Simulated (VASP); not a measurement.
Set up this calculation in VASP 6.6.1, as the native input.

```
Task                   : single point
Functional             : PBE
Potentials or basis    : VASP PAW PBE potentials, release 64 (Ru_pv, F)
Cutoff                 : 520 eV
k mesh                 : 7 × 7 × 7
Occupations            : gaussian, width 0.05 eV
Spin                   : collinear spin, random start
Starting moments       : [-0.58, 0.0, 0.0] μB
Hubbard terms          : Ru d U = 4 eV
Further INCAR settings : ALGO = Normal; EDIFF = 1e-07; NBANDS = 25
```

The structure of RuF2 lies in POSCAR:

```
RuF2
1.0
    0.0000000000      2.4087449400      2.4087449400
    2.4087449400      0.0000000000      2.4087449400
    2.4087449400      2.4087449400      0.0000000000
Ru F
1 2
Direct
    0.0000000000      0.0000000000      0.0000000000
    0.2500000000      0.2500000000      0.2500000000
    0.7500000000      0.7500000000      0.7500000000
```

The cell comes from a database or a generator and needn't be the stable form of this composition.

One way to write it, as run:

INCAR

```
SYSTEM = RuF2
ALGO     = Normal         ! electronic algorithm
EDIFF    = 1E-7           ! SCF threshold, eV
ENCUT    = 520            ! plane-wave cutoff, eV
GGA      = PE             ! functional
ISIF     = 2              ! what is computed and relaxed
ISMEAR   = 0              ! smearing method
ISPIN    = 2              ! spin polarisation
LASPH    = .True.         ! aspherical terms in the spheres
LCHARG   = .False.        ! write CHGCAR
LDAU     = .True.         ! DFT+U
LDAUJ    = 0 0          
LDAUL    = 2 -1           ! shell
LDAUPRINT= 1            
LDAUTYPE = 2            
LDAUU    = 4 0            ! U, eV
LMAXMIX  = 4              ! l up to which the mixer works
LORBIT   = 11             ! projections on sites
LREAL    = .False.        ! projectors in reciprocal space
LWAVE    = .False.        ! write WAVECAR
MAGMOM   = -0.58 0 0      ! initial moments
NBANDS   = 25             ! bands
NELM     = 60             ! most SCF steps
PREC     = Accurate       ! precision mode
SIGMA    = 0.05           ! smearing width, eV
```

KPOINTS

```
k-points
0
Gamma
  7 7 7
  0 0 0
```

Potentials or basis: VASP PAW PBE potentials, release 64 (Ru_pv, F).

The run is started by

```console
$ cat potpaw_PBE.64/Ru_pv/POTCAR potpaw_PBE.64/F/POTCAR > POTCAR
$ mpirun -np 1 vasp_std > vasp.out
```

It gave:

| Item | Value |
| --- | --- |
| Pressure | 71.9 GPa |
| Band gap on the k mesh | none (metal or under the smearing width) |
| Net moment | -2.00 μB per cell |
| Site moments | Ru -1.88; F -0.03 μB |
| Valence electrons inside the program's atomic spheres | Ru 12.54; F 6.16 |

Caveat: a pressure of tens of GPa on the cell as given is suspect, and the run, the potentials or the cell itself is likely at fault.

Run time: 63 s on 1 thread of Intel(R) Xeon(R) Platinum 8375C CPU @ 2.90GHz (Ice Lake), on a shared host, peak memory 0.18 GiB.
